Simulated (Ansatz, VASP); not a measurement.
# Se (Selenium) in two plane-wave programs

Wanted: the spread between two codes on one cell, functional and k mesh. The cell is taken from a series of runs on this material, whose earlier steps may have relaxed, scaled, displaced or heated it; both programs get it as it stands.

Main program and level: Ansatz 0.2.0; plane waves, with VASP 6.6.1 beside it; single point at PBE.

## 1. The structure

It takes space group P3_121 (No. 152, trigonal). Conventional cell: a = 4.366 Å, b = 4.366 Å, c = 4.954 Å, α = 90.00°, β = 90.00°, γ = 120.00°. Nearest to Se lie 2 Se at 2.41 Å.

## 2. VASP: single point, PBE, pair 1

A single point gives forces, pressure and levels at one fixed geometry, so differences don't come from the geometry; what else differs is listed under the comparison.

Lines of VASP's logs that name or quote its potential files are left out, and so is its time.

INCAR

```
SYSTEM = Se
PREC = Accurate
ENCUT = 500
EDIFF = 1E-06
NELM = 120
ISMEAR = -1
SIGMA = 0.02
LREAL = .FALSE.
ALGO = Normal
GGA = PE
NBANDS = 15
LORBIT = 11
LWAVE = .FALSE.
LCHARG = .FALSE.
ISIF = 2
LASPH = .TRUE.
GGA_COMPAT = .FALSE.
EFERMI = MIDGAP
KPAR = 2
```

POSCAR

```
Se
1.0
    4.3662000000      0.0000000000      0.0000000000
   -2.1831000000      3.7812401180      0.0000000000
    0.0000000000      0.0000000000      4.9536000000
Se
3
Direct
    0.2314655248      0.0000000000      0.3333333333
    0.0000000000      0.2314655248      0.6666666667
    0.7685344752      0.7685344752      0.0000000000
```

KPOINTS

```
Automatic mesh
0
Gamma
6 6 6
0 0 0
```

PAW data sets: Se (PBE family, release 64).

Run with:

```console
$ mpirun -np 2 vasp_std
```

Numbers of over 12 decimals in the logs are rounded to 6 here.

What it wrote:

```text
[banner, memory and clock lines left out]
running    2 mpi-ranks, on    1 nodes
 distrk:  each k-point on    1 cores,    2 groups
 distr:  one band on    1 cores,    1 groups

 POSCAR found type information on POSCAR Se
 POSCAR found :  1 types and       3 ions
 LDA part: xc-table for (Slater+PW92), standard interpolation
 POSCAR, INCAR and KPOINTS ok, starting setup
 FFT: planning ... GRIDC
 FFT: planning ... GRID_SOFT
 FFT: planning ... GRID
 WAVECAR not read
 entering main loop
       N       E                     dE             d eps       ncg     rms          rms(c)
DAV:   1     0.842829922604E+02    0.84283E+02   -0.71822E+03  1020   0.974E+02
DAV:   2    -0.497966109193E+01   -0.89263E+02   -0.84627E+02  1338   0.159E+02
DAV:   3    -0.105217363912E+02   -0.55421E+01   -0.55134E+01  1251   0.461E+01
DAV:   4    -0.105628127741E+02   -0.41076E-01   -0.41064E-01  1314   0.471E+00
DAV:   5    -0.105631167962E+02   -0.30402E-03   -0.30400E-03  1279   0.401E-01    0.671E+00
DAV:   6    -0.105068330442E+02    0.56284E-01   -0.34597E-02  1272   0.123E+00    0.414E+00
DAV:   7    -0.104874672253E+02    0.19366E-01   -0.70680E-02  1230   0.174E+00    0.192E-01
DAV:   8    -0.104868972675E+02    0.56996E-03   -0.85496E-03  1174   0.590E-01    0.966E-02
DAV:   9    -0.104870036766E+02   -0.10641E-03   -0.26655E-04  1433   0.112E-01    0.318E-02
DAV:  10    -0.104870429725E+02   -0.39296E-04   -0.50107E-05  1223   0.498E-02    0.695E-03
DAV:  11    -0.104870458546E+02   -0.28821E-05   -0.78477E-06  1398   0.174E-02    0.357E-03
DAV:  12    -0.104870457443E+02    0.11036E-06   -0.16307E-06  1028   0.858E-03
   1 F= -.10487046E+02 E0= -.10487046E+02  d E =-.303746E-12
```

OUTCAR, selected parts (step 2):

```text
ion  position               nearest neighbor table
   1  0.231  0.000  0.333-   3 2.41   2 2.41
   2  0.000  0.231  0.667-   3 2.41   1 2.41
   3  0.769  0.769  0.000-   2 2.41   1 2.41

  LATTYP: Found a hexagonal cell.
 ALAT       =     4.3662000000
 C/A-ratio  =     1.1345334616

 Subroutine GETGRP returns: Found  6 space group operations
 (whereof  2 operations were pure point group operations)

The static configuration has the point symmetry C_2 .
 The point group associated with its full space group is D_3 .

 Found     34 irreducible k-points:

   k-points           NKPTS =     34   k-points in BZ     NKDIM =     34   number of bands    NBANDS=     15

   dimension x,y,z NGX =    32 NGY =   32 NGZ =   36
   dimension x,y,z NGXF=    64 NGYF=   64 NGZF=   72

   ENCUT  =  500.0 eV  36.75 Ry    6.06 a.u.   7.96  7.96  9.03*2*pi/ulx,y,z

   NELECT =      18.0000    total number of electrons

 k-points in reciprocal lattice and weights: Automatic mesh
   0.00000000  0.00000000  0.00000000       0.005
   0.16666667  0.00000000  0.00000000       0.028
   0.33333333  0.00000000  0.00000000       0.028
   0.50000000  0.00000000  0.00000000       0.014
   0.16666667  0.16666667  0.00000000       0.028
   0.33333333  0.16666667  0.00000000       0.056
   0.33333333  0.33333333  0.00000000       0.009
   0.00000000  0.00000000  0.16666667       0.009
   0.16666667  0.00000000  0.16666667       0.028
[...]
0.33333333  0.16666667  0.50000000       0.056
   0.33333333  0.33333333  0.50000000       0.009

 average (electrostatic) potential at core
       1 -56.1652       2 -56.1652       3 -56.1652

 E-fermi :   3.1961

 k-point     1 :       0.0000    0.0000    0.0000
  band No.  band energies     occupation
    ...
      5      -1.0704      2.00000
      6      -1.0704      2.00000
      7       0.6853      2.00000
      8       0.6853      2.00000
      9       2.2244      2.00000
     10       4.4370      0.00000
     11       4.4370      0.00000
     12       4.6491      0.00000
     13       8.9367      0.00000
     14       9.2041      0.00000
    ...

 k-point     2 :       0.1667    0.0000    0.0000
  band No.  band energies     occupation
    ...
      5      -1.4006      2.00000
      6      -0.9009      2.00000
      7       0.7494      2.00000
      8       1.1017      2.00000
      9       2.0467      2.00000
     10       4.3266      0.00000
     11       4.4392      0.00000
     12       4.8981      0.00000
     13       8.8478      0.00000
     14       8.9529      0.00000
    ...

 k-point     3 :       0.3333    0.0000    0.0000
  band No.  band energies     occupation
    ...
      5      -1.8057      2.00000
      6      -0.9566      2.00000
      7       0.4198      2.00000
      8       1.0289      2.00000
      9       1.7664      2.00000
     10       4.4745      0.00000
     11       4.6638      0.00000
     12       5.8510      0.00000
     13       8.1797      0.00000
     14       9.4227      0.00000
    ...

  Total        0.4442288      0.4442288      1.2031577      0.0000000     -0.0000000      0.0000000
  in kB        8.7027886      8.7027886     23.5708007      0.0000000     -0.0000000      0.0000000
  external PRESSURE =      13.6587926 kB  Pullay stress =       0.0000000 kB

  energy-cutoff  :      500.00
  volume of cell :       81.78
      direct lattice vectors                 reciprocal lattice vectors
     4.366200000  0.000000000  0.000000000     0.229032110  0.132231751  0.000000000
    -2.183100000  3.781240118  0.000000000     0.000000000  0.264463501  0.000000000
     0.000000000  0.000000000  4.953600000     0.000000000  0.000000000  0.201873385

 POSITION                                       TOTAL-FORCE (eV/Angst)
 -----------------------------------------------------------------------------------
      1.01062      0.00000      1.65120         0.026961      0.000000      0.000000
     -0.50531      0.87523      3.30240        -0.013480      0.023349     -0.000000
      1.67779      2.90601      0.00000        -0.013480     -0.023349     -0.000000
 -----------------------------------------------------------------------------------
    total drift:                               -0.000000     -0.000000      0.000000

  FREE ENERGIE OF THE ION-ELECTRON SYSTEM (eV)
  ---------------------------------------------------
  free  energy   TOTEN  =       -10.4870457443 eV

  energy  without entropy=      -10.4870457443  energy(sigma->0) =      -10.48704574

 total charge
# of ion       s       p       d       tot
------------------------------------------
    1        1.514   2.164   0.054   3.732
    2        1.514   2.164   0.054   3.732
    3        1.514   2.164   0.054   3.732
--------------------------------------------------
tot          4.543   6.491   0.161  11.195

[... 3 further parts left out ...]
```

The run ends at a pressure of 1.37 GPa, with forces up to 0.027 eV/Å.

## 3. Ansatz: single point, PBE, pair 1

Ansatz runs on its PAW soft_1 files.

The same cell, functional, mesh and smearing now go to Ansatz, which takes its cutoff from its data sets.

input.yaml

```yaml
crystal:
  lattice:
    - [4.3662, 0.0, 0.0]
    - [-2.1831, 3.781240118, 0.0]
    - [0.0, 0.0, 4.9536]
  atoms:
    - { symbol: Se, position: [0.2314655248, 0.0, 0.3333333333] }
    - { symbol: Se, position: [0.0, 0.2314655248, 0.6666666667] }
    - { symbol: Se, position: [0.7685344752, 0.7685344752, 0.0] }
kpoints:
  mp_grid: { grid: [6, 6, 6] }
  band_path:
    path:
      - [0.0, 0.0, 0.0]
      - [0.5, 0.0, 0.0]
      - [0.33333333, 0.33333333, 0.0]
      - [0.0, 0.0, 0.5]
      - [0.5, 0.0, 0.5]
      - [0.33333333, 0.33333333, 0.5]
      - [0.349999997, 0.299999997, 0.5]
    npoints: 1
hamiltonian:
  xc: pbe
  pseudopotentials: { kind: paw, azcp: { folder: soft_1 } }
scf:
  occupations: { method: fermi_dirac, width: 0.02 }
  n_extra_bands: 5
output:
  eigenvalues: true
  forces: true
  stress: true
```

Run with:

```console
$ ansatz run input.yaml --threads 3 --pin off --max-ram 92160MiB --backend cuda --events-out ev --progress --plain --runs-dir out --devices 1 --max-vram 13GiB
```

What it wrote:

```text
scf.n_extra_bands = 5 over 24 filled bands (N_el = 48.0): the run solves 29 bands
GPUs: using 1 of 1 available (devices: 1).
Engine: ansatz 0.2.0, x86_64-unknown-linux-gnu
Pseudopotentials: kind: paw
Pseudopotential: Se, paw, valence charge 16, recommended cutoff 420 eV (normal), soft_1/Se.paw.azcp
Functional definition: PBE
  parameter kappa = 0.804
  parameter beta = 0.066725
  exchange = pbe_x(kappa = kappa, mu = beta*pi^2/3)
  correlation = pbe_c(beta = beta)
device memory: the entry about to start is reckoned to put 2.0 GiB on a device that reports 57.1 GiB free (of which the cap on the GPU budget leaves the run 13.0 GiB)
GPU FFT provider: cuFFT
GPU libraries: cuBLAS 13.8.2, cuFFT 12.4.0, cuSOLVER 12.3.4
Crystal: 3 atoms, lattice volume = 81.782 Å³
Basis set: ecut = 420 eV, 1583 PW (Γ), exchange–correlation on 60×60×72 points (8 copies of the dense FFT grid, shifted against one another)
Bands: 29, of which v1, the nominal top of the filled ones, is band 24 counted from 1 (23 counted from 0)
Symmetry: 6 space group operations
Space group: P3121 (ITA 152), of the structure as read, at distance tolerance 4.3e-5 Å
k-points: 34 of 216 (time reversal used)
Non-local potential: Se, projectors of the file, l = 0: 2, l = 1: 2, l = 2: 3, l = 3: 1
PAW form: soft (Blöchl's): semilocal exchange-correlation on the pseudo side does not see the compensation charge
PAW one-centre angular grid: Se, 590 points (default); XC on 64 Gauss nodes
Initial density: superposition of atomic densities (chi_scale 0.1, normalization cell)
Initial wavefunctions: pseudopotential atomic-orbital guess
GPU buffer pool allocated for 32400 grid points (all kernels)
GPU transforms: local potential and band sums: pruned to the plane-wave sphere, on 30×30×36
Functional: x = pbe(κ = 0.804, μ = 0.219515), c = pbe(β = 0.066725)
SCF iter   1: F=—  HF=-16407.314615 eV  |F-HF|=—  |Δ(HF+E_count)|=         —  Δρ=2.76e-2  dr2=3.84e-1  ethr=3.10e-3  ⟨swp⟩=6.4  Hψ=4045  notcnv=0
preconditioner: auto → Resta (q_TF=auto, 2.496 Å⁻¹)  ε∞=3.8  [insulator: Δε(μ)=1.116 eV  Ē_g=10.337 eV  σ=0.020 eV  W_gap=1.00  n_scr=20 (ndim 8)  ℏωp=17.4 eV  f_vac=0.058  D(μ)=0.00/eV (n_scr^D=0)  ε∞_Penn≈3.8]
SCF iter   2: F=—  HF=-16407.258829 eV  |F-HF|=—  |Δ(HF+E_count)|=   5.58e-2  Δρ=1.53e-2  dr2=1.21e-1  ethr=8.00e-4  ⟨swp⟩=2.0  Hψ=1424  notcnv=0
SCF iter   3: F=—  HF=-16407.243075 eV  |F-HF|=—  |Δ(HF+E_count)|=   1.58e-2  Δρ=1.51e-3  dr2=1.53e-3  ethr=2.52e-4  ⟨swp⟩=2.4  Hψ=1362  notcnv=0
SCF iter   4: F=—  HF=-16407.244096 eV  |F-HF|=—  |Δ(HF+E_count)|=   1.02e-3  Δρ=5.57e-4  dr2=1.85e-4  ethr=3.19e-6  ⟨swp⟩=2.0  Hψ=1972  notcnv=0
SCF iter   5: F=—  HF=-16407.244105 eV  |F-HF|=—  |Δ(HF+E_count)|=   9.43e-6  Δρ=2.00e-4  dr2=3.66e-5  ethr=3.86e-7  ⟨swp⟩=2.0  Hψ=1806  notcnv=0
SCF iter   6: F=—  HF=-16407.244229 eV  |F-HF|=—  |Δ(HF+E_count)|=   1.23e-4  Δρ=5.42e-5  dr2=2.50e-6  ethr=7.63e-8  ⟨swp⟩=2.0  Hψ=1292  notcnv=0
SCF iter   7: F=-16407.244234 eV  HF=-16407.244234 eV  |F-HF|=8.53e-8  |Δ(HF+E_count)|=   5.38e-6  Δρ=1.09e-5  dr2=6.91e-8  ethr=2.08e-10  ⟨swp⟩=4.1  Hψ=5385  notcnv=0
SCF 1 converged in 7 iterations: F = -16407.244234 eV  dr2 = 6.91e-8
  greatest PAW one-centre occupation: 1.000 electrons in one spin orbital (limit 2), on the Se atom at site 0 (counted from 0), in its partial waves of l = 2
device memory: the entry about to start is reckoned to put 1.2 GiB on a device that reports 52.3 GiB free (of which the cap on the GPU budget leaves the run 13.0 GiB)
NSCF: frozen V_eff on 7 k-points
SCF converged after 7 iterations
Free energy (F): -16407.244234 eV
Harris-Foulkes:  -16407.244234 eV  (|F-HF|=8.53e-8)
Internal energy: -16407.244234 eV  (E = F + TS)
E sigma→0 (E₀):  -16407.244234 eV
Fermi energy:    7.040252 eV
--- Per-component energies (eV) ---
  E_band       = -1243.510997
  E_kinetic    = 328.106113
  E_local      = -8365.690157  (includes V_loc(G=0)·N_el)
  E_nonlocal   = -1060.520001
  E_hartree    = 4344.898300
  E_xc         = -253.441848
  E_vxc        = -268.559706  (∫ρ·V_xc dr)
  E_paw        = -6391.191630  (= ΣΔE_a)
  E_vpaw       = -566.644715  (= ΣTr[D̂ρ^β])
  E_aug_tail   = -0.001112  (compensation charges beyond the density's cutoff)
  E_ewald      = -5009.403898
  E_smearing   = -0.000000  (= −TS)
  E_closure    = -0.000000  (closes the sum)
  Σ components = -16407.244234   (vs F -16407.244234, Δ=0.00e0)
--- Forces (eV/Å), atoms counted from 1 ---
  atom   1  Se     0.00088434    -0.00000000     0.00000000
  atom   2  Se    -0.00044217     0.00076586    -0.00000000
  atom   3  Se    -0.00044217    -0.00076586     0.00000000
  max |Σ_I F_I| component: 2.42e-17 eV/Å
--- Stress (GPa, compression-positive) ---
        0.775680       0.000000      -0.000000
        0.000000       0.775680       0.000000
       -0.000000       0.000000       2.212204
  P = ⅓ Tr σ = 1.2545 GPa (12.545 kbar)
--- Band table (eV; the first three rows and the last of 34) ---
  k-point 0: bands = [... 20 lower, 2.7681, 4.5321, 4.5321, 6.0679, 8.2788, 8.2788, 8.4841, 12.7781, ... 1 higher]
  k-point 1: bands = [... 20 lower, 3.0097, 4.5070, 4.8073, 5.8814, 8.0416, 8.1021, 8.2329, 13.4063, ... 1 higher]
  k-point 2: bands = [... 20 lower, 3.1651, 4.6614, 5.2101, 5.4268, 7.6560, 7.8138, 7.8468, 13.0270, ... 1 higher]
  k-point 33: bands = [... 20 lower, 1.5684, 5.6247, 6.2919, 6.2919, 7.5489, 9.0492, 9.0492, 13.2714, ... 1 higher]
```

## 4. Differences

Known differences besides the potentials themselves: the data sets hold 48 valence electrons in Ansatz (on its PAW soft_1 files) and 18 in VASP; the cutoff is 420 eV in Ansatz and 500 eV in VASP. Total energies have different zeros and are not compared.

Compared:

```
              quantity  Ansatz   VASP  difference
        pressure (GPa)    1.25   1.37       -0.11
gap on the k mesh (eV)   1.017  1.009      +0.008
```

At this near-relaxed geometry the largest component of a force difference is 26 meV/Å. A gap on the mesh is an upper bound, since the band edges may lie between its points.

## 5. What the set-up changes

Further runs change the set-up of one program: Ansatz's method, potentials or start, or VASP's data sets, cutoff or form of LDA. The table gives Ansatz less VASP for each quantity, since a change that brings one quantity closer may part another.

```
                                                    run  r.m.s. force difference (meV/Å)  pressure (GPa)  gap on the k mesh (eV)
                                               as above                               15           -0.11                  0.0085
VASP with the data sets Se_sv_GW and a cutoff of 620 eV                              2.6             1.3                 -0.0047
```

## 6. Ansatz: single point, PBE, pair 2

With cell and atoms fixed, the geometry can't cause a difference; cores, projectors, grids and the points listed under the comparison can. The cell compared in this pair holds 80.96 Å³, against 81.78 Å³ for the pair before.

The cell is taken from a series of runs on this material, whose earlier steps may have relaxed, scaled, displaced or heated it; both programs get it as it stands.

input.yaml, the sections that differ from step 3:

```yaml
crystal:
  lattice:
    - [4.3662, 0.0, 0.0]
    - [-2.1831, 3.781240118, 0.0]
    - [0.0, 0.0, 4.904064]
  atoms:
    - { symbol: Se, position: [0.2332172548, 0.0, 0.3333333333] }
    - { symbol: Se, position: [0.0, 0.2332172548, 0.6666666667] }
    - { symbol: Se, position: [0.7667827452, 0.7667827452, 0.0] }
# kpoints, hamiltonian, scf, output: as in step 3
```

What it wrote:

```text
[...]
GPUs: using 1 of 1 available (devices: 1).
[...]
GPU FFT provider: cuFFT
GPU libraries: cuBLAS 13.8.2, cuFFT 12.4.0, cuSOLVER 12.3.4
Crystal: 3 atoms, lattice volume = 80.964 Å³
Basis set: ecut = 420 eV, 1583 PW (Γ), exchange–correlation on 60×60×72 points (8 copies of the dense FFT grid, shifted against one another)
[...]
k-point 0: bands = [... 20 lower, 2.8877, 4.6305, 4.6305, 6.1794, 8.4340, 8.4340, 8.5523, 12.9753, ... 1 higher]
  k-point 1: bands = [... 20 lower, 3.1165, 4.5877, 4.9316, 5.9911, 8.1712, 8.2549, 8.2954, 13.5402, ... 1 higher]
  k-point 2: bands = [... 20 lower, 3.2635, 4.7366, 5.3565, 5.5259, 7.7505, 7.8744, 7.9965, 13.1794, ... 1 higher]
  k-point 33: bands = [... 20 lower, 1.6392, 5.8172, 6.4205, 6.4205, 7.7738, 9.1645, 9.1645, 13.4157, ... 1 higher]
[key lines of the parts left out:]
SCF converged after 7 iterations
Free energy (F): -16407.231017 eV
Fermi energy:    7.170981 eV
P = ⅓ Tr σ = 1.6029 GPa (16.029 kbar)
```

## 7. VASP: single point, PBE, pair 2

The same cell, functional, mesh and smearing now go to VASP, with its own data sets.

INCAR is that of step 2.

POSCAR

```
Se
1.0
    4.3662000000      0.0000000000      0.0000000000
   -2.1831000000      3.7812401180      0.0000000000
    0.0000000000      0.0000000000      4.9040640000
Se
3
Direct
    0.2332172548      0.0000000000      0.3333333333
    0.0000000000      0.2332172548      0.6666666667
    0.7667827452      0.7667827452      0.0000000000
```

KPOINTS is that of step 2.

Run with:

```console
$ mpirun -np 2 vasp_std
```

What it wrote:

```text
[... set-up lines as in an earlier step ...]
 entering main loop
       N       E                     dE             d eps       ncg     rms          rms(c)
DAV:   1     0.819140985196E+02    0.81914E+02   -0.71978E+03  1020   0.971E+02
DAV:   2    -0.525564438397E+01   -0.87170E+02   -0.83065E+02  1342   0.162E+02
DAV:   3    -0.105106360900E+02   -0.52550E+01   -0.52324E+01  1195   0.452E+01
DAV:   4    -0.105488972259E+02   -0.38261E-01   -0.38250E-01  1356   0.459E+00
[...]
DAV:  10    -0.104736578992E+02   -0.38670E-04   -0.48644E-05  1230   0.489E-02    0.671E-03
DAV:  11    -0.104736607559E+02   -0.28567E-05   -0.73894E-06  1391   0.170E-02    0.348E-03
DAV:  12    -0.104736606710E+02    0.84875E-07   -0.14871E-06   986   0.820E-03
   1 F= -.10473661E+02 E0= -.10473661E+02  d E =-.154981E-11
```

Parts of OUTCAR (step 7):

```text
  Total        0.5162683      0.5162683      1.5709757     -0.0000000      0.0000000      0.0000000
  in kB       10.2162612     10.2162612     31.0875179     -0.0000000      0.0000000      0.0000000
  external PRESSURE =      17.1733468 kB  Pullay stress =       0.0000000 kB

 POSITION                                       TOTAL-FORCE (eV/Angst)
 -----------------------------------------------------------------------------------
      1.01827      0.00000      1.63469         0.025353     -0.000000      0.000000
     -0.50914      0.88185      3.26938        -0.012676      0.021956     -0.000000
      1.67396      2.89939      0.00000        -0.012676     -0.021956     -0.000000
 -----------------------------------------------------------------------------------
    total drift:                               -0.000000     -0.000000      0.000000

  FREE ENERGIE OF THE ION-ELECTRON SYSTEM (eV)
  ---------------------------------------------------
  free  energy   TOTEN  =       -10.4736606710 eV

  energy  without entropy=      -10.4736606710  energy(sigma->0) =      -10.47366067

[... 1 part as in an earlier step ...]

[... 2 further parts left out ...]
[key lines of the parts left out:]
E-fermi :   3.2891
```

The run ends at a pressure of 1.72 GPa, with forces up to 0.025 eV/Å.

## 8. Differences

What differs besides the data sets and the points named for the pairs above, as far as they apply: the data sets hold 48 valence electrons in Ansatz (on its PAW soft_1 files) and 18 in VASP. Total energies have different zeros and are not compared.

The two programs side by side:

```
              quantity  Ansatz   VASP  difference
        pressure (GPa)    1.60   1.72       -0.11
gap on the k mesh (eV)   0.935  0.936      -0.002
```

At this near-relaxed geometry the largest component of a force difference is 27 meV/Å. A gap on the mesh is an upper bound, since the band edges may lie between its points.

(Continued in part 2 of 2.)

[Lines on the potential files, build, host, timing and source positions are cut from VASP's logs without a mark.]

[Logs are printed without paths, hosts, clocks, repeated set-up lines and the standing remarks that a program may print on its own settings, such as how far it seeks lower states.]

[Hosts, paths, dates, database ids (printed as entryN), source tags and the programs' standing remarks are cut or masked in the printed files.]
